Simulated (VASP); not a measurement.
# CaZr with BLYP: from relaxation to properties, part 4 of 5

Wanted: the relaxed cell of CaZr and its properties. The cell is invented: it takes the structure of a Materials Project entry for CaPb (space group 123 there), with some of its atoms replaced by other elements, volume scaled by an estimate. It may not be a known or stable phase. The atoms of the start are displaced at random from the sites of a P4/mmm cell.

VASP 6.6.1; BLYP; plane waves and PAW (Zr_sv, Ca_sv); invented cell.

Still holding for the runs below: The k-mesh is coarse for a metal.

So far. Step 6 (Band structure (BLYP)): Of the bands kept, 2 cross the Fermi level on this path. Step 7 (Total and projected DOS (BLYP)): The finer mesh and the other smearing move the Fermi level by +0.01 eV from the 6×6×4 run, a small shift, which tests the Fermi level alone. Of the states within 0.3 eV of the Fermi level, the largest shares in the PAW spheres are Zr d 39 % and Ca d 7 %. The rest lies in smaller channels or between the spheres.

## Step 8: Volume scan with BLYP, volume scale 0.94

An equation of state needs energies on both sides of the minimum, all on one mesh and cutoff.

Input file INCAR:

```
SYSTEM = CaZr
PREC = Accurate
ENCUT = 400
EDIFF = 1E-06
NELM = 100
ISMEAR = 1
SIGMA = 0.2
LREAL = .FALSE.
ALGO = Normal
GGA = B5
ALDAX = 1
AGGAX = 1
AGGAC = 1
ALDAC = 0
LORBIT = 11
LWAVE = .FALSE.
LCHARG = .FALSE.
ISIF = 2
```

Input file POSCAR:

```
CaZr
1.0
    3.2287766876      0.0000000000      0.0000000000
    0.0000000000      3.2287766876      0.0000000000
    0.0000000000      0.0000000000      5.2157134826
Zr Ca
1 1
Direct
    0.0000000000      0.0000000000      0.5000000000
    0.5000000000      0.5000000000      0.0000000000
```

Input file KPOINTS:

```
Automatic mesh
0
Gamma
6 6 4
0 0 0
```

PAW data sets: Zr_sv and Ca_sv (PBE family, release 64).

Run with:

```
> mpirun -np 1 vasp_std
```

The program printed:

```text
[... set-up lines as in an earlier step ...]
 entering main loop
       N       E                     dE             d eps       ncg     rms          rms(c)
DAV:   1     0.175347480539E+03    0.17535E+03   -0.10631E+04   900   0.118E+03
DAV:   2     0.264488911045E+01   -0.17270E+03   -0.17130E+03  1068   0.364E+02
DAV:   3    -0.835861502290E+01   -0.11004E+02   -0.10868E+02  1758   0.662E+01
DAV:   4    -0.860051979311E+01   -0.24190E+00   -0.24177E+00  1047   0.107E+01
DAV:   5    -0.860881486146E+01   -0.82951E-02   -0.82948E-02  1476   0.137E+00    0.741E+00
DAV:   6    -0.794178401418E+01    0.66703E+00   -0.11550E+01  1089   0.128E+01    0.331E+00
DAV:   7    -0.779918636098E+01    0.14260E+00   -0.89249E-01  1262   0.424E+00    0.224E+00
DAV:   8    -0.779754710300E+01    0.16393E-02   -0.27692E-01  1160   0.267E+00    0.375E-01
DAV:   9    -0.779316932600E+01    0.43778E-02   -0.10201E-01  1172   0.129E+00    0.264E-01
DAV:  10    -0.779283109603E+01    0.33823E-03   -0.58446E-03  1249   0.419E-01    0.893E-02
DAV:  11    -0.779289232560E+01   -0.61230E-04   -0.14190E-03  1461   0.187E-01    0.382E-02
DAV:  12    -0.779290262291E+01   -0.10297E-04   -0.85647E-05  1167   0.707E-02    0.113E-02
DAV:  13    -0.779289980071E+01    0.28222E-05   -0.18630E-05  1128   0.199E-02    0.332E-03
DAV:  14    -0.779289981563E+01   -0.14918E-07   -0.17963E-06   877   0.889E-03
   1 F= -.77928998E+01 E0= -.77958112E+01  d E =0.873414E-02
```

Elapsed: 27 s, on 1 MPI rank of AMD EPYC 7R43, shared host; peak memory 0.12 GiB.

OUTCAR, selected parts (step 8):

```text
   ENCUT  =  400.0 eV  29.40 Ry    5.42 a.u.   5.27  5.27  8.51*2*pi/ulx,y,z

   NELECT =      22.0000    total number of electrons

 E-fermi :   5.9210

 k-point     1 :       0.0000    0.0000    0.0000
  band No.  band energies     occupation
    ...
      7     -15.7606      2.00000
      8     -15.7606      2.00000
      9       1.2653      2.00000
     10       4.1403      2.00000
     11       4.9325      2.00000
     12       7.4437     -0.00000
     13       7.9200     -0.00000
     14       8.0593     -0.00000
     15       8.0593     -0.00000

  Total        0.9287911      0.9287911      1.0360484      0.0000000      0.0000000      0.0000000
  in kB       27.3677367     27.3677367     30.5281772      0.0000000      0.0000000      0.0000000
  external PRESSURE =      28.4212169 kB  Pullay stress =       0.0000000 kB

 POSITION                                       TOTAL-FORCE (eV/Angst)
 -----------------------------------------------------------------------------------
      0.00000      0.00000      2.60786         0.000000      0.000000      0.000000
      1.61439      1.61439      0.00000         0.000000      0.000000      0.000000
 -----------------------------------------------------------------------------------
    total drift:                                0.000000     -0.000000     -0.000000

  FREE ENERGIE OF THE ION-ELECTRON SYSTEM (eV)
  ---------------------------------------------------
  free  energy   TOTEN  =        -7.7928998156 eV

  energy  without entropy=       -7.8016339527  energy(sigma->0) =       -7.79581119

[... 4 parts as in an earlier step ...]

[... 12 further parts left out ...]
```

The scan keeps the cell's shape and the fractional positions fixed.

This step gave:

```yaml
irreducible_k_points: 30
free_energy_toten: -7.793 eV
energy_at_zero_smearing: -7.796 eV
fermi_energy: 5.921 eV
pressure: 2.842 GPa
```

The pressure here is 2.84 GPa.

## Step 9: Volume scan with BLYP, volume scale 0.96

INCAR is that of step 8.

Input file POSCAR:

```
CaZr
1.0
    3.2515153007      0.0000000000      0.0000000000
    0.0000000000      3.2515153007      0.0000000000
    0.0000000000      0.0000000000      5.2524450694
Zr Ca
1 1
Direct
    0.0000000000      0.0000000000      0.5000000000
    0.5000000000      0.5000000000      0.0000000000
```

KPOINTS is that of step 8.

Run with:

```
> mpirun -np 1 vasp_std
```

The program printed:

```text
[... set-up lines as in an earlier step ...]
 entering main loop
       N       E                     dE             d eps       ncg     rms          rms(c)
DAV:   1     0.180951944901E+03    0.18095E+03   -0.10617E+04   900   0.118E+03
DAV:   2     0.249814020164E+01   -0.17845E+03   -0.17713E+03  1084   0.363E+02
DAV:   3    -0.838027124177E+01   -0.10878E+02   -0.10734E+02  1740   0.683E+01
DAV:   4    -0.862816040950E+01   -0.24789E+00   -0.24741E+00  1070   0.109E+01
DAV:   5    -0.863672642168E+01   -0.85660E-02   -0.85658E-02  1508   0.138E+00    0.719E+00
DAV:   6    -0.796649766594E+01    0.67023E+00   -0.11799E+01  1082   0.127E+01    0.325E+00
DAV:   7    -0.781762123236E+01    0.14888E+00   -0.92236E-01  1298   0.425E+00    0.219E+00
DAV:   8    -0.781528036114E+01    0.23409E-02   -0.28978E-01  1145   0.268E+00    0.382E-01
DAV:   9    -0.781083742011E+01    0.44429E-02   -0.10402E-01  1217   0.129E+00    0.256E-01
DAV:  10    -0.781052265246E+01    0.31477E-03   -0.56559E-03  1228   0.410E-01    0.890E-02
DAV:  11    -0.781060439771E+01   -0.81745E-04   -0.14034E-03  1453   0.187E-01    0.388E-02
DAV:  12    -0.781061354326E+01   -0.91456E-05   -0.79880E-05  1138   0.689E-02    0.107E-02
DAV:  13    -0.781061155438E+01    0.19889E-05   -0.19977E-05  1227   0.202E-02    0.333E-03
DAV:  14    -0.781061163808E+01   -0.83702E-07   -0.14654E-06   863   0.844E-03
   1 F= -.78106116E+01 E0= -.78134507E+01  d E =0.851731E-02
```

Run time: 28 s. Hardware: 1 MPI rank; peak memory 0.12 GiB.

OUTCAR, selected parts (step 9):

```text
   ENCUT  =  400.0 eV  29.40 Ry    5.42 a.u.   5.30  5.30  8.57*2*pi/ulx,y,z

   NELECT =      22.0000    total number of electrons

 E-fermi :   5.7676

 k-point     1 :       0.0000    0.0000    0.0000
  band No.  band energies     occupation
    ...
      7     -15.9711      2.00000
      8     -15.9711      2.00000
      9       1.1368      2.00000
     10       4.0221      2.00000
     11       4.8086      2.00000
     12       7.2142     -0.00000
     13       7.7530     -0.00000
     14       7.8633     -0.00000
     15       7.8633     -0.00000

  Total        0.5962343      0.5962343      0.6793677      0.0000000      0.0000000     -0.0000000
  in kB       17.2026124     17.2026124     19.6011870      0.0000000      0.0000000     -0.0000000
  external PRESSURE =      18.0021373 kB  Pullay stress =       0.0000000 kB

 POSITION                                       TOTAL-FORCE (eV/Angst)
 -----------------------------------------------------------------------------------
      0.00000      0.00000      2.62622         0.000000      0.000000      0.000000
      1.62576      1.62576      0.00000         0.000000      0.000000      0.000000
 -----------------------------------------------------------------------------------
    total drift:                                0.000000     -0.000000     -0.000000

  FREE ENERGIE OF THE ION-ELECTRON SYSTEM (eV)
  ---------------------------------------------------
  free  energy   TOTEN  =        -7.8106116381 eV

  energy  without entropy=       -7.8191289464  energy(sigma->0) =       -7.81345074

[... 4 parts as in an earlier step ...]

[... 12 further parts left out ...]
```

This step gave:

```
free energy (TOTEN)     : -7.811 eV
energy at zero smearing : -7.813 eV
Fermi energy            : 5.768 eV
pressure                : 1.800 GPa
```

The pressure falls from 2.84 to 1.80 GPa.

The run ends at a pressure of 1.80 GPa.

## Step 10: Volume scan with BLYP, volume scale 0.98

INCAR is that of step 9.

Input file POSCAR:

```
CaZr
1.0
    3.2739402528      0.0000000000      0.0000000000
    0.0000000000      3.2739402528      0.0000000000
    0.0000000000      0.0000000000      5.2886699732
Zr Ca
1 1
Direct
    0.0000000000      0.0000000000      0.5000000000
    0.5000000000      0.5000000000      0.0000000000
```

KPOINTS is that of step 9.

Run with:

```
> mpirun -np 1 vasp_std
```

The program printed:

```text
[... set-up lines as in an earlier step ...]
 entering main loop
       N       E                     dE             d eps       ncg     rms          rms(c)
DAV:   1     0.177146062692E+03    0.17715E+03   -0.10488E+04   900   0.117E+03
DAV:   2     0.304798040354E+01   -0.17410E+03   -0.17259E+03  1047   0.361E+02
DAV:   3    -0.837114216740E+01   -0.11419E+02   -0.11292E+02  1765   0.680E+01
DAV:   4    -0.864506977704E+01   -0.27393E+00   -0.27364E+00  1054   0.114E+01
[...]
DAV:  12    -0.782116253551E+01   -0.72815E-05   -0.85376E-05  1132   0.677E-02    0.992E-03
DAV:  13    -0.782116199408E+01    0.54142E-06   -0.14185E-05   994   0.191E-02    0.329E-03
DAV:  14    -0.782116207149E+01   -0.77406E-07   -0.14844E-06   828   0.866E-03
   1 F= -.78211621E+01 E0= -.78239104E+01  d E =0.824511E-02
```

Elapsed: 29 s, on 1 MPI rank; peak memory 0.12 GiB.

From OUTCAR (step 10):

```text
  Total        0.2822386      0.2822386      0.3387325      0.0000000      0.0000000      0.0000000
  in kB        7.9769882      7.9769882      9.5736920      0.0000000      0.0000000      0.0000000
  external PRESSURE =       8.5092228 kB  Pullay stress =       0.0000000 kB

 POSITION                                       TOTAL-FORCE (eV/Angst)
 -----------------------------------------------------------------------------------
      0.00000      0.00000      2.64433         0.000000      0.000000      0.000000
      1.63697      1.63697      0.00000         0.000000      0.000000      0.000000
 -----------------------------------------------------------------------------------
    total drift:                                0.000000     -0.000000     -0.000000

  FREE ENERGIE OF THE ION-ELECTRON SYSTEM (eV)
  ---------------------------------------------------
  free  energy   TOTEN  =        -7.8211620715 eV

  energy  without entropy=       -7.8294071790  energy(sigma->0) =       -7.82391044

[... 1 part as in an earlier step ...]

[... 2 further parts left out ...]
[key lines of the parts left out:]
E-fermi :   5.6199
```

The pressure falls from 1.80 to 0.85 GPa.

The run ends at a pressure of 0.85 GPa.

## Step 11: Volume scan with BLYP, volume scale 1

INCAR is that of step 10.

Input file POSCAR:

```
CaZr
1.0
    3.2960621418      0.0000000000      0.0000000000
    0.0000000000      3.2960621418      0.0000000000
    0.0000000000      0.0000000000      5.3244053138
Zr Ca
1 1
Direct
    0.0000000000      0.0000000000      0.5000000000
    0.5000000000      0.5000000000      0.0000000000
```

KPOINTS is that of step 10.

Run with:

```
> mpirun -np 1 vasp_std
```

The program printed:

```text
[... set-up lines as in an earlier step ...]
 entering main loop
       N       E                     dE             d eps       ncg     rms          rms(c)
[... 14 cycles as in an earlier step ...]
   1 F= -.78251041E+01 E0= -.78277347E+01  d E =0.789181E-02
```

The job ended after 28 s (1 MPI rank; peak memory 0.13 GiB).

From OUTCAR (step 11):

```text
[... 6 parts as in an earlier step ...]

[... 1 further part left out ...]
[key lines of the parts left out:]
E-fermi :   5.4774
```

The pressure falls from 0.85 to -0.02 GPa.

The run ends at a pressure of -0.02 GPa.

## Step 12: Volume scan with BLYP, volume scale 1.02

INCAR is that of step 11.

Input file POSCAR:

```
CaZr
1.0
    3.3178910041      0.0000000000      0.0000000000
    0.0000000000      3.3178910041      0.0000000000
    0.0000000000      0.0000000000      5.3596673038
Zr Ca
1 1
Direct
    0.0000000000      0.0000000000      0.5000000000
    0.5000000000      0.5000000000      0.0000000000
```

KPOINTS is that of step 11.

Run with:

```
> mpirun -np 1 vasp_std
```

The program printed:

```text
[... set-up lines as in an earlier step ...]
 entering main loop
       N       E                     dE             d eps       ncg     rms          rms(c)
DAV:   1     0.177275011665E+03    0.17728E+03   -0.10699E+04   900   0.117E+03
DAV:   2     0.289737175995E+01   -0.17438E+03   -0.17295E+03  1055   0.358E+02
DAV:   3    -0.836718028797E+01   -0.11265E+02   -0.11148E+02  1770   0.670E+01
DAV:   4    -0.866746050130E+01   -0.30028E+00   -0.30012E+00  1076   0.116E+01
[...]
DAV:  11    -0.782314123678E+01   -0.11619E-03   -0.12228E-03  1424   0.176E-01    0.384E-02
DAV:  12    -0.782314840244E+01   -0.71657E-05   -0.10229E-04  1231   0.682E-02    0.684E-03
DAV:  13    -0.782314921496E+01   -0.81252E-06   -0.79791E-06  1025   0.147E-02
   1 F= -.78231492E+01 E0= -.78256260E+01  d E =0.743039E-02
```

It took 33 s on 1 MPI rank; peak memory 0.13 GiB.

OUTCAR, selected parts (step 12):

```text
  Total       -0.2992556     -0.2992556     -0.3013717      0.0000000     -0.0000000      0.0000000
  in kB       -8.1262605     -8.1262605     -8.1837255      0.0000000     -0.0000000      0.0000000
  external PRESSURE =      -8.1454155 kB  Pullay stress =       0.0000000 kB

 POSITION                                       TOTAL-FORCE (eV/Angst)
 -----------------------------------------------------------------------------------
      0.00000      0.00000      2.67983         0.000000      0.000000      0.000000
      1.65895      1.65895      0.00000         0.000000      0.000000      0.000000
 -----------------------------------------------------------------------------------
    total drift:                                0.000000     -0.000000     -0.000000

  FREE ENERGIE OF THE ION-ELECTRON SYSTEM (eV)
  ---------------------------------------------------
  free  energy   TOTEN  =        -7.8231492150 eV

  energy  without entropy=       -7.8305796095  energy(sigma->0) =       -7.82562601

[... 1 part as in an earlier step ...]

[... 2 further parts left out ...]
[key lines of the parts left out:]
E-fermi :   5.3399
```

The pressure falls from -0.02 to -0.81 GPa.

The run ends at a pressure of -0.81 GPa.

## Step 13: Volume scan with BLYP, volume scale 1.04

INCAR is that of step 12.

Input file POSCAR:

```
CaZr
1.0
    3.3394363545      0.0000000000      0.0000000000
    0.0000000000      3.3394363545      0.0000000000
    0.0000000000      0.0000000000      5.3944713134
Zr Ca
1 1
Direct
    0.0000000000      0.0000000000      0.5000000000
    0.5000000000      0.5000000000      0.0000000000
```

KPOINTS is that of step 12.

Run with:

```
> mpirun -np 1 vasp_std
```

The program printed:

```text
[... set-up lines as in an earlier step ...]
 entering main loop
       N       E                     dE             d eps       ncg     rms          rms(c)
DAV:   1     0.179459025572E+03    0.17946E+03   -0.10598E+04   908   0.117E+03
DAV:   2     0.311864927626E+01   -0.17634E+03   -0.17505E+03  1068   0.356E+02
DAV:   3    -0.841327725977E+01   -0.11532E+02   -0.11345E+02  1779   0.673E+01
DAV:   4    -0.866952721462E+01   -0.25625E+00   -0.25540E+00  1096   0.110E+01
[...]
DAV:  12    -0.781553938205E+01   -0.80165E-05   -0.11002E-04  1217   0.681E-02    0.767E-03
DAV:  13    -0.781554106214E+01   -0.16801E-05   -0.74409E-06   969   0.160E-02    0.306E-03
DAV:  14    -0.781554120970E+01   -0.14756E-06   -0.12789E-06   807   0.705E-03
   1 F= -.78155412E+01 E0= -.78178236E+01  d E =0.684703E-02
```

Wall time 29 s (1 MPI rank); peak memory 0.13 GiB.

Parts of OUTCAR (step 13):

```text
  Total       -0.5658904     -0.5658904     -0.5916178      0.0000000      0.0000000      0.0000000
  in kB      -15.0711936    -15.0711936    -15.7563858      0.0000000      0.0000000      0.0000000
  external PRESSURE =     -15.2995910 kB  Pullay stress =       0.0000000 kB

 POSITION                                       TOTAL-FORCE (eV/Angst)
 -----------------------------------------------------------------------------------
      0.00000      0.00000      2.69724         0.000000      0.000000      0.000000
      1.66972      1.66972      0.00000         0.000000      0.000000      0.000000
 -----------------------------------------------------------------------------------
    total drift:                                0.000000     -0.000000     -0.000000

  FREE ENERGIE OF THE ION-ELECTRON SYSTEM (eV)
  ---------------------------------------------------
  free  energy   TOTEN  =        -7.8155412097 eV

  energy  without entropy=       -7.8223882362  energy(sigma->0) =       -7.81782355

[... 1 part as in an earlier step ...]

[... 2 further parts left out ...]
[key lines of the parts left out:]
E-fermi :   5.2068
```

The pressure falls from -0.81 to -1.53 GPa.

The run ends at a pressure of -1.53 GPa.

## Step 14: Volume scan with BLYP, volume scale 1.06

A prediction first. A parabola through the 6 pressures of evenly scaled cells so far, P = -0.02 -41.5 t +76 t² GPa with t = ln(V/V₁) and V₁ the volume at scale 1, gives -2.18 GPa at t = +0.0583.

INCAR is that of step 13.

Input file POSCAR:

```
CaZr
1.0
    3.3607072233      0.0000000000      0.0000000000
    0.0000000000      3.3607072233      0.0000000000
    0.0000000000      0.0000000000      5.4288319297
Zr Ca
1 1
Direct
    0.0000000000      0.0000000000      0.5000000000
    0.5000000000      0.5000000000      0.0000000000
```

KPOINTS is that of step 13.

Run with:

```
> mpirun -np 1 vasp_std
```

The program printed:

```text
[... set-up lines as in an earlier step ...]
 entering main loop
       N       E                     dE             d eps       ncg     rms          rms(c)
DAV:   1     0.177825870799E+03    0.17783E+03   -0.10563E+04   900   0.116E+03
DAV:   2     0.245352116572E+01   -0.17537E+03   -0.17405E+03  1082   0.354E+02
DAV:   3    -0.843692405368E+01   -0.10890E+02   -0.10802E+02  1779   0.666E+01
DAV:   4    -0.866551933203E+01   -0.22860E+00   -0.22860E+00  1026   0.107E+01
[...]
DAV:  12    -0.780312084858E+01   -0.11500E-04   -0.10129E-04  1225   0.658E-02    0.632E-03
DAV:  13    -0.780312280987E+01   -0.19613E-05   -0.71509E-06   982   0.158E-02    0.267E-03
DAV:  14    -0.780312296979E+01   -0.15992E-06   -0.75353E-07   730   0.635E-03
   1 F= -.78031230E+01 E0= -.78051670E+01  d E =0.613216E-02
```

Wall time 28 s (1 MPI rank); peak memory 0.12 GiB.

OUTCAR, selected parts (step 14):

```text
  Total       -0.8197980     -0.8197980     -0.8718720      0.0000000      0.0000000      0.0000000
  in kB      -21.4214905    -21.4214905    -22.7821937      0.0000000      0.0000000      0.0000000
  external PRESSURE =     -21.8750582 kB  Pullay stress =       0.0000000 kB

 POSITION                                       TOTAL-FORCE (eV/Angst)
 -----------------------------------------------------------------------------------
      0.00000      0.00000      2.71442         0.000000      0.000000      0.000000
      1.68035      1.68035      0.00000         0.000000      0.000000      0.000000
 -----------------------------------------------------------------------------------
    total drift:                                0.000000     -0.000000     -0.000000

  FREE ENERGIE OF THE ION-ELECTRON SYSTEM (eV)
  ---------------------------------------------------
  free  energy   TOTEN  =        -7.8031229698 eV

  energy  without entropy=       -7.8092551305  energy(sigma->0) =       -7.80516702

[... 1 part as in an earlier step ...]

[... 2 further parts left out ...]
[key lines of the parts left out:]
E-fermi :   5.0781
```

The pressure falls from -1.53 to -2.19 GPa. The parabola predicted -2.18 GPa, +0.01 GPa off.

## Step 15: Side by side

Times are for 1 MPI rank of AMD EPYC 7R43, shared host. Results by setting:

| no. | volume scale | energy above the lowest point (meV/atom) | pressure (GPa) | time | memory (GiB) |
| --- | --- | --- | --- | --- | --- |
| 1 | 0.94 | 15.96 | 2.842 | 27 s | 0.12 |
| 2 | 0.96 | 7.14 | 1.800 | 28 s | 0.12 |
| 3 | 0.98 | 1.91 | 0.8509 | 29 s | 0.12 |
| 4 | 1 | 0 | -0.01601 | 28 s | 0.13 |
| 5 | 1.02 | 1.05 | -0.8145 | 33 s | 0.13 |
| 6 | 1.04 | 4.96 | -1.530 | 29 s | 0.13 |
| 7 | 1.06 | 11.28 | -2.188 | 28 s | 0.12 |

## Step 16: Fit for BLYP

This step: Birch-Murnaghan fit, BLYP; plane waves and PAW; invented cell (VASP 6.6.1).

This step runs nothing: it gathers the runs above.

Numbers from this step:

```
pressure derivative of the bulk modulus : 3.494
r.m.s. error of the fit                 : 1.59e-5 eV/atom
minimum inside the sampled range        : yes
bulk modulus                            : 41.35 GPa
equilibrium volume of the fit           : 28.99 Å³/atom
```

Table of energy above the fitted minimum by volume:

| volume (Å³/atom) | energy above the fitted minimum (eV/atom) |
| --- | --- |
| 27.19 | 0.0160 |
| 27.77 | 0.00717 |
| 28.34 | 0.00194 |
| 28.92 | 3.1e-5 |
| 29.50 | 0.00109 |
| 30.08 | 0.00499 |
| 30.66 | 0.0113 |

The fitted volume lies +0.25 % from the relaxed one. At a finite cutoff and mesh the minimum of the energy and the zero of the stress don't quite coincide, and the relaxation stops at a threshold.

(Continued in part 5 of 5.)

[Lines on the potential files, build, host, timing and source positions are cut from VASP's logs without a mark.]

[Logs are printed without paths, hosts, clocks, repeated set-up lines and the standing remarks that a program may print on its own settings, such as how far it seeks lower states.]

[Hosts, paths, dates, database ids (printed as entryN), source tags and the programs' standing remarks are cut or masked in the printed files.]

[A measured line is paired with the nearest computed mode of its activity, which favours agreement.]
